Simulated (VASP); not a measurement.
Na2Sb:

```
CELL_PARAMETERS angstrom
3.28644 0.00000 0.00000
0.00000 3.28644 0.00000
0.00000 0.00000 4.64202
ATOMIC_POSITIONS crystal
Na 0.50000 0.00000 0.50000
Na 0.00000 0.50000 0.50000
Sb 0.00000 0.00000 0.00000
```

The cell was built by a generator and needn't be a form met in nature.

```yaml
Program: VASP 6.6.1
Task: relaxation of cell and atoms
Functional: PBE
Potentials_or_basis: VASP PAW PBE potentials, release 64 (Na_pv, Sb)
Cutoff: 600 eV
k_mesh: 8 × 8 × 6
Occupations: methfessel-paxton, width 0.2 eV
Spin: no spin polarisation
```

At the start: pressure 35.8 GPa; volume 16.71 Å³/atom.

Problem. Where does the relaxation end?

Solution. Over 15 steps the energy falls by 1337.3 meV/atom and the volume is 31.62 Å³/atom (+89.2 %); space group P4/mmm (No. 123, to 0.05 Å).

Step by step:
```tsv
step	energy change (eV)	largest force (eV/Å)	pressure (GPa)	volume (Å³)
1	0.0000	0.0000	35.85	50.14
2	-2.7286	0.0000	1.89	82.40
3	-2.7759	0.0000	0.35	87.34
4	-2.7685	0.0000	-1.43	97.80
5	-2.7870	0.0000	-0.62	92.52
6	-3.0783	0.0000	-0.51	93.12
7	-3.5118	0.0000	1.68	91.60
8	0.5265	0.0000	26.04	70.45
9	-3.5390	0.0000	2.02	91.08
10	-3.8591	0.0000	4.70	83.76
11	-3.8571	0.0000	-0.25	94.39
12	-3.9306	0.0000	2.09	89.10
13	-4.0012	0.0000	0.71	92.67
14	-4.0119	0.0000	-0.06	95.14
15	-4.0120	0.0000	0.04	94.86
```

Final structure:
```
Na Sb
1.0
     5.27417    0.00000    0.00000
     0.00000    5.27417    0.00000
     0.00000    0.00000    3.41008
Na Sb
2 1
Direct
  0.50000 0.00000 0.50000
  0.00000 0.50000 0.50000
  0.00000 0.00000 0.00000
```

Caveat: the volume moved by over 15 % at a fixed basis, so the end points are rough.
